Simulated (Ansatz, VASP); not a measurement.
**Ta3AsAu2O13: VASP beside Ansatz**

Contents of INCAR:

```
PREC = Accurate
ENCUT = 520
EDIFF = 1E-7
ISMEAR = -1
SIGMA = 0.05
LREAL = False
LASPH = True
NELM = 100
ALGO = Normal
ISIF = 2
LWAVE = False
LCHARG = False
LMAXMIX = 4
GGA = PE
KPAR = 4
```

The input KPOINTS:

```
Automatic mesh
0
Gamma
  6 6 3
```

POSCAR

```
Ta3AsAu2O13
1.0
    5.4520400000      0.0000000000      0.0000000000
   -2.7260200000      4.7216100000      0.0000000000
    0.0000000000      0.0000000000      9.5790200000
Ta As Au O
3 1 2 13
Direct
    0.0000000000      0.0000000000      0.1940800000
    0.0000000000      0.0000000000      0.8059200000
    0.6666700000      0.3333300000      0.0000000000
    0.0000000000      0.0000000000      0.5000000000
    0.3333300000      0.6666700000      0.2742800000
    0.3333300000      0.6666700000      0.7257200000
    0.0000000000      0.0000000000      0.0000000000
    0.2394700000      0.9712900000      0.3640200000
    0.0287100000      0.2681800000      0.3640200000
    0.7318200000      0.7605300000      0.3640200000
    0.2394700000      0.9712900000      0.6359800000
    0.0287100000      0.2681800000      0.6359800000
    0.7318200000      0.7605300000      0.6359800000
    0.3845200000      0.3342500000      0.8584400000
    0.6657500000      0.0502600000      0.8584400000
    0.9497400000      0.6154800000      0.8584400000
    0.3845200000      0.3342500000      0.1415600000
    0.6657500000      0.0502600000      0.1415600000
    0.9497400000      0.6154800000      0.1415600000
```

Contents of KPOINTS_OPT:

```
path GMKGALHA,LM,KH
10
line-mode
reciprocal
 0.0000000000  0.0000000000  0.0000000000  G
 0.5000000000  0.0000000000  0.0000000000  M

 0.5000000000  0.0000000000  0.0000000000  M
 0.3333333333  0.3333333333  0.0000000000  K

 0.3333333333  0.3333333333  0.0000000000  K
 0.0000000000  0.0000000000  0.0000000000  G

 0.0000000000  0.0000000000  0.0000000000  G
 0.0000000000  0.0000000000  0.5000000000  A

 0.0000000000  0.0000000000  0.5000000000  A
 0.5000000000  0.0000000000  0.5000000000  L

 0.5000000000  0.0000000000  0.5000000000  L
 0.3333333333  0.3333333333  0.5000000000  H

 0.3333333333  0.3333333333  0.5000000000  H
 0.0000000000  0.0000000000  0.5000000000  A

 0.5000000000  0.0000000000  0.5000000000  L
 0.5000000000  0.0000000000  0.0000000000  M

 0.3333333333  0.3333333333  0.0000000000  K
 0.3333333333  0.3333333333  0.5000000000  H
```

File input.yaml:

```yaml
crystal:
  lattice:
    - [5.45204, 0.0, 0.0]
    - [-2.72602, 4.72161, 0.0]
    - [0.0, 0.0, 9.57902]
  atoms:
    - { symbol: Ta, position: [0.0, 0.0, 0.19408] }
    - { symbol: Ta, position: [0.0, 0.0, 0.80592] }
    - { symbol: Ta, position: [0.66667, 0.33333, 0.0] }
    - { symbol: As, position: [0.0, 0.0, 0.5] }
    - { symbol: Au, position: [0.33333, 0.66667, 0.27428] }
    - { symbol: Au, position: [0.33333, 0.66667, 0.72572] }
    - { symbol: O, position: [0.0, 0.0, 0.0] }
    - { symbol: O, position: [0.23947, 0.97129, 0.36402] }
    - { symbol: O, position: [0.02871, 0.26818, 0.36402] }
    - { symbol: O, position: [0.73182, 0.76053, 0.36402] }
    - { symbol: O, position: [0.23947, 0.97129, 0.63598] }
    - { symbol: O, position: [0.02871, 0.26818, 0.63598] }
    - { symbol: O, position: [0.73182, 0.76053, 0.63598] }
    - { symbol: O, position: [0.38452, 0.33425, 0.85844] }
    - { symbol: O, position: [0.66575, 0.05026, 0.85844] }
    - { symbol: O, position: [0.94974, 0.61548, 0.85844] }
    - { symbol: O, position: [0.38452, 0.33425, 0.14156] }
    - { symbol: O, position: [0.66575, 0.05026, 0.14156] }
    - { symbol: O, position: [0.94974, 0.61548, 0.14156] }
hamiltonian:
  xc: pbe
  pseudopotentials: { kind: paw }
kpoints:
  mp_grid: { grid: [6, 6, 3] }
  band_path:
    path:
      - [[0.0, 0.0, 0.0], [0.5, 0.0, 0.0], [0.3333333333, 0.3333333333, 0.0], [0.0, 0.0, 0.0], [0.0, 0.0, 0.5], [0.5, 0.0, 0.5], [0.3333333333, 0.3333333333, 0.5], [0.0, 0.0, 0.5]]
      - [[0.5, 0.0, 0.5], [0.5, 0.0, 0.0]]
      - [[0.3333333333, 0.3333333333, 0.0], [0.3333333333, 0.3333333333, 0.5]]
    npoints: 10
scf:
  occupations: { method: fermi_dirac, width: 0.05 }
  n_extra_bands: 47
output:
  forces: true
  stress: true
  eigenvalues: true
  fatbands: false
```

The cell was built by a generator and needn't be a form met in nature.

Alike in both runs: task band structure; functional PBE; k mesh 6 × 6 × 3; occupations fermi-dirac, width 0.05 eV; no spin polarisation.

```csv
,VASP,Ansatz
version,VASP 6.6.1,Ansatz 0.2.0
potentials or method,"VASP PAW PBE potentials, release 64 (Ta_pv, As, Au, O)",Ansatz PAW
plane-wave cutoff (eV),520,420
valence electrons in the cell,138,170
```

```csv
,VASP,Ansatz,Ansatz less VASP
gap on the k mesh at the Fermi level (eV),none,none,-
pressure (GPa),0.4,-0.2,-0.57
largest component of the traceless stress (GPa),0.37,0.02,-0.355
rms of the force components (eV/Å),0.097,0.077,-0.0199
```

Atom by atom the forces differ by 0.030 eV/Å (rms over components). A gap of «none» marks a metal or a gap that the smearing closes. With one functional, cell and mesh, what is left measures potentials, basis and numerics. The two sets of potentials don't hold the same shells in valence.

Caveats: spin-orbit coupling is left out, which moves the levels of the heavy elements; the pressure holds a Pulay correction of +0.7 GPa for the finite cutoff (Ansatz).
